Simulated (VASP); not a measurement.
An input for Quantum ESPRESSO's pw.x (written as the equivalent of a VASP run, and not itself run):

```
&CONTROL
  calculation = 'vc-relax'
  pseudo_dir = './pseudo'
  outdir = './out'
  tprnfor = .true.
  tstress = .true.
  nstep = 60
  forc_conv_thr = 0.00039
/
&SYSTEM
  ibrav = 0
  nat = 2
  ntyp = 2
  ecutwfc = 88
  occupations = 'smearing'
  smearing = 'gaussian'
  degauss = 0.003675
  input_dft = 'pbesol'
/
&ELECTRONS
  conv_thr = 7.3e-08
  electron_maxstep = 100
/
&IONS
/
&CELL
/
ATOMIC_SPECIES
  Be 9.012 Be.upf
  S 32.060 S.upf
CELL_PARAMETERS angstrom
    -0.0000000    2.4200165    2.4200165
     2.4200165   -0.0000000    2.4200165
     2.4200165    2.4200165   -0.0000000
ATOMIC_POSITIONS crystal
  Be   0.0000000  0.0000000  0.0000000
  S    0.2500000  0.2500000  0.2500000
K_POINTS automatic
  9 9 9 0 0 0
```

Task: Translate this input to VASP (INCAR, KPOINTS, POSCAR, choice of POTCAR).

Result: This is not unique; one that fits is 
File KPOINTS:
```
Automatic mesh
0
Gamma
9 9 9
0 0 0
```

File POSCAR:
```
BeS
1
   -0.0000000000     2.4200164741     2.4200164741
    2.4200164741    -0.0000000000     2.4200164741
    2.4200164741     2.4200164741    -0.0000000000
Be S
1 1
Direct
  0.0000000000   0.0000000000   0.0000000000
  0.2500000000   0.2500000000   0.2500000000
```

### INCAR
```
# general
SYSTEM = BeS
PREC   = Accurate
ENCUT  = 400
LREAL  = .FALSE.
LASPH  = .TRUE.

# electronic loop
EDIFF  = 1E-6
NELM   = 100
ALGO   = Normal

# smearing
ISMEAR = 0
SIGMA  = 0.05

# functional
GGA    = PS

# ions
IBRION = 2
NSW    = 60
ISIF   = 3
EDIFFG = -0.01

# output
LWAVE  = .FALSE.
LCHARG = .FALSE.
```

POTCAR, in this order: Be S (PBE.64 set). Program: vasp_std.

The two are equivalent in intent, not identical: the potentials are each code's own (VASP's PAW set, PseudoDojo norm-conserving files in pw.x), so ENCUT and ecutwfc are chosen apart and not converted; conv_thr bounds pw.x's estimated SCF error, while EDIFF bounds the energy change between steps; forc_conv_thr acts on force components and is met together with etot_conv_thr.

The structure was generated: BeS was put into the zinc blende type (F-43m), which need not be its known phase. It was relaxed first, which changed the volume by +13 %. The start is the result of an earlier pass.
